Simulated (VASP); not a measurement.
A convergence study with VASP on Rh (fcc): one setting is varied, all else stays as given below, so the limit is that of these other settings.

```
Rh
1.0
    0.00000     1.90000     1.90000
    1.90000     0.00000     1.90000
    1.90000     1.90000     0.00000
Rh
1
Cartesian
  0.00000   0.00000   0.00000
```

Computed with PBE GGA, VASP's PBE PAW potentials (set 64) (plane waves; VASP). The tightest run used: 550 eV cut-off, 22×22×22 Monkhorst-Pack mesh, first-order Methfessel-Paxton smearing of 0.10 eV, potentials Rh_pv.

| setting | E (eV/atom) | pressure (GPa) | irreducible k-points |
|---|---|---|---|
| 1×1×1 mesh | -12.2345 | 42.78 | 1 |
| 2×2×2 mesh | -7.8568 | -3.25 | 2 |
| 3×3×3 mesh | -5.8045 | 30.62 | 4 |
| 4×4×4 mesh | -7.2214 | 6.84 | 10 |
| 5×5×5 mesh | -7.1019 | 8.83 | 10 |
| 6×6×6 mesh | -7.2493 | 6.09 | 28 |
| 7×7×7 mesh | -7.3135 | 4.93 | 20 |
| 8×8×8 mesh | -7.2492 | 6.46 | 60 |
| 9×9×9 mesh | -7.2436 | 6.39 | 35 |
| 10×10×10 mesh | -7.2540 | 6.29 | 110 |
| 11×11×11 mesh | -7.2407 | 6.70 | 56 |

Q: These are the cheaper rows. Estimate the results at 22×22×22 mesh, and how far the last row shown lies from them.

A: 
| quantity | tightest run | last row shown is off by |
|---|---|---|
| E (eV/atom) | -7.2516 | 0.0109 |
| pressure (GPa) | 6.31 | 0.39 |

Left out are rungs that failed or repeat a setting and relaxations that didn't move; long series are thinned to 24 rows.

The compound is Rh in the fcc structure. The cell was not relaxed at this level.
